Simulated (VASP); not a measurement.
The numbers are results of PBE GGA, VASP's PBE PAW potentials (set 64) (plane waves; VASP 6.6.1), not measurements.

VASP ran on this input.

File POSCAR:
```
PbO
1
    4.0631673285     0.0000000000     0.0000000000
    0.0000000000     4.0631673285    -0.0000000000
    0.0000000000     0.0000000000     5.5514715758
Pb O
2 2
Direct
  0.5000000000   0.0000000000   0.7861222837
  0.0000000000   0.5000000000   0.2138777163
  0.5000000000   0.5000000000   1.0000000000
  0.0000000000   0.0000000000   0.0000000000
```

KPOINTS:
```
Automatic
0
G
5 5 4
```

INCAR:
```
ALGO = Normal
EDIFF = 1E-6
EDIFFG = -0.02
ENCUT = 580
GGA = PE
IBRION = 2
ISIF = 3
ISMEAR = 0
LASPH = .True.
LCHARG = .False.
LMAXMIX = 4
LREAL = .False.
LWAVE = .False.
NELM = 100
NSW = 60
PREC = Accurate
SIGMA = 0.05
SYSTEM = PbO
```

POTCAR, in this order: Pb_d O (PBE.64 set). Program: vasp_std.

Output

**OUTCAR**
```
 ion  position               nearest neighbor table
   1  0.500  0.000  0.786-   3 2.35   4 2.35   3 2.35   4 2.35   2 3.73   2 3.73   2 3.73   2 3.73
  LATTYP: Found a simple tetragonal cell.
 ALAT       =     4.0631673285
 C/A-ratio  =     1.3662916456
 Subroutine PRICEL returns:
 Original cell was already a primitive cell.
 Subroutine GETGRP returns: Found 16 space group operations
The static configuration has the point symmetry D_2d.
 The point group associated with its full space group is D_4h.
The dynamic configuration has the point symmetry D_2d.
 Subroutine INISYM returns: Found 16 space group operations
 Subroutine IBZKPT returns following result:
 Found     18 irreducible k-points:

 Following reciprocal coordinates:
            Coordinates               Weight
  0.000000  0.000000  0.000000      1.000000
  0.200000  0.000000  0.000000      4.000000
  0.400000  0.000000  0.000000      4.000000
  0.200000  0.200000  0.000000      4.000000
  0.400000  0.200000  0.000000      8.000000
  0.400000  0.400000  0.000000      4.000000
  0.000000  0.000000  0.250000      2.000000
  0.200000  0.000000  0.250000      8.000000
...
```

### OSZICAR
```
       N       E                     dE             d eps       ncg     rms          rms(c)
DAV:   1     0.469327722504E+03    0.46933E+03   -0.21187E+04   864   0.205E+03
DAV:   2     0.448066034348E+02   -0.42452E+03   -0.41756E+03   904   0.507E+02
DAV:   3    -0.237533514784E+02   -0.68560E+02   -0.66637E+02  1176   0.203E+02
DAV:   4    -0.263647059640E+02   -0.26114E+01   -0.26105E+01   880   0.467E+01
DAV:   5    -0.264793813091E+02   -0.11468E+00   -0.11466E+00  1264   0.948E+00    0.126E+01
DAV:   6    -0.217657912275E+02    0.47136E+01   -0.39668E+01  1416   0.457E+01    0.579E+00
DAV:   7    -0.215513120406E+02    0.21448E+00   -0.37324E+00  1120   0.144E+01    0.266E+00
DAV:   8    -0.215646678202E+02   -0.13356E-01   -0.11157E+00  1208   0.764E+00    0.160E+00
DAV:   9    -0.215170841711E+02    0.47584E-01   -0.27809E-01  1328   0.433E+00    0.333E-01
DAV:  10    -0.215205381894E+02   -0.34540E-02   -0.26619E-02   960   0.101E+00    0.828E-02
DAV:  11    -0.215207701532E+02   -0.23196E-03   -0.48293E-03  1472   0.507E-01    0.115E-01
DAV:  12    -0.215206305906E+02    0.13956E-03   -0.53509E-04  1216   0.252E-01    0.668E-02
DAV:  13    -0.215205909793E+02    0.39611E-04   -0.38870E-04  1368   0.168E-01    0.789E-03
DAV:  14    -0.215205918978E+02   -0.91853E-06   -0.29552E-05  1192   0.496E-02    0.267E-03
DAV:  15    -0.215205922016E+02   -0.30376E-06   -0.25733E-06   832   0.232E-02
   1 F= -.21520592E+02 E0= -.21520592E+02  d E =-.215206E+02
       N       E                     dE             d eps       ncg     rms          rms(c)
DAV:   1    -0.215212409109E+02   -0.64901E-03   -0.51927E-02  1360   0.217E+00    0.138E-01
DAV:   2    -0.215208467381E+02    0.39417E-03   -0.14750E-03  1344   0.511E-01    0.567E-02
DAV:   3    -0.215207493353E+02    0.97403E-04   -0.27384E-04  1208   0.293E-01    0.266E-02
DAV:   4    -0.215207383969E+02    0.10938E-04   -0.77652E-05  1280   0.878E-02    0.806E-03
DAV:   5    -0.215207394275E+02   -0.10306E-05   -0.93338E-06  1080   0.426E-02    0.227E-03
DAV:   6    -0.215207393949E+02    0.32656E-07   -0.10872E-06   536   0.173E-02
   2 F= -.21520739E+02 E0= -.21520739E+02  d E =-.147193E-03
```

### OUTCAR
```
------------------------ aborting loop because EDIFF is reached ----------------------------------------
  FORCE on cell =-STRESS in cart. coord.  units (eV):
  Direction    XX          YY          ZZ          XY          YZ          ZX
  --------------------------------------------------------------------------------------
  Total       -0.0398263     -0.0398263      0.0126488      0.0000000      0.0000000      0.0000000
  in kB       -0.6968546     -0.6968546      0.2213205      0.0000000      0.0000000      0.0000000
  external PRESSURE =      -0.3907962 kB  Pullay stress =       0.0000000 kB
  volume of cell :       91.57
      direct lattice vectors                 reciprocal lattice vectors
     4.060308612  0.000000000  0.000000000     0.246286698  0.000000000  0.000000000
     0.000000000  4.060308612 -0.000000000     0.000000000  0.246286698  0.000000000
     0.000000000  0.000000000  5.554187675     0.000000000  0.000000000  0.180044330
 POSITION                                       TOTAL-FORCE (eV/Angst)
 -----------------------------------------------------------------------------------
      2.03015      4.06031      4.36483        -0.000000     -0.000000     -0.015821
      4.06031      2.03015      1.18935         0.000000      0.000000      0.015821
      2.03015      2.03015     -0.00000         0.000000      0.000000      0.000000
      4.06031      4.06031     -0.00000         0.000000      0.000000      0.000000
 -----------------------------------------------------------------------------------
    total drift:                                0.000000     -0.000000     -0.000000
  FREE ENERGIE OF THE ION-ELECTRON SYSTEM (eV)
  ---------------------------------------------------
  free  energy   TOTEN  =       -21.5207393949 eV

  energy  without entropy=      -21.5207393949  energy(sigma->0) =      -21.52073939

 reached required accuracy - stopping structural energy minimisation
```
(Selected blocks of OUTCAR.)

### CONTCAR
```
PbO
   1.00000000000000
     4.0603086119071667    0.0000000000000000    0.0000000000000000
     0.0000000000000000    4.0603086119071667   -0.0000000000000000
     0.0000000000000000    0.0000000000000000    5.5541876750297048
  Pb              O
     2     2
Direct
     0.5000000000000000    1.0000000000000000    0.7858634217764694
     1.0000000000000000    0.5000000000000000    0.2141365782235306
     0.5000000000000000    0.5000000000000000    0.0000000000000000
     1.0000000000000000    1.0000000000000000    0.0000000000000000
```

**OUTCAR**
```
 val. band max:        3.7673295287   @ k =   0.0000   0.0000   0.0000

 cond. band min:       5.5764351042   @ k =   0.0000   0.0000   0.5000


 Fermi energy:         4.0205849096

 k-point     1 :       0.0000    0.0000    0.0000
  band No.  band energies     occupation
      1     -14.1247      2.00000
      2     -13.7333      2.00000
      3     -12.0910      2.00000
      4     -12.0910      2.00000
      5     -12.0445      2.00000
      6     -12.0330      2.00000
      7     -11.9641      2.00000
      8     -11.9298      2.00000
      9     -11.9298      2.00000
     10     -11.9194      2.00000
     11     -11.8941      2.00000
     12     -10.5981      2.00000
     13      -3.3972      2.00000
     14      -2.3405      2.00000
     15      -0.0985      2.00000
     16      -0.0985      2.00000
     17       2.3124      2.00000
     18       2.3248      2.00000
     19       2.3248      2.00000
     20       3.7673      2.00000
     21       5.6868      0.00000
     22       8.3036      0.00000
     23       9.7180      0.00000
     24       9.7181      0.00000

 k-point     2 :       0.2000    0.0000    0.0000
  band No.  band energies     occupation
      1     -14.0631      2.00000
      2     -13.7535      2.00000
      3     -12.0823      2.00000
      4     -12.0705      2.00000
      5     -12.0236      2.00000
      6     -12.0116      2.00000
      7     -11.9896      2.00000
      8     -11.9429      2.00000
      9     -11.9199      2.00000
     10     -11.9013      2.00000
     11     -11.8041      2.00000
     12     -10.7042      2.00000
     13      -3.4626      2.00000
     14      -2.4641      2.00000
     15      -0.0103      2.00000
     16       0.1185      2.00000
     17       1.7485      2.00000
     18       2.0755      2.00000
     19       2.2042      2.00000
     20       3.7125      2.00000
     21       6.5932      0.00000
     22       7.9044      0.00000
     23       8.7532      0.00000
     24       9.0603      0.00000
...
```

Without a dispersion term in the relaxation, distances and binding between the weakly bound layers, chains or molecules are unreliable, and so is what depends on them. Unless said otherwise, spin-orbit coupling is left out, though it shifts the bands of the heavy elements here.

The compound is PbO in the litharge structure. This run relaxes it. Symmetry was kept, so distortions that lower it aren't found. The start is the result of an earlier pass.
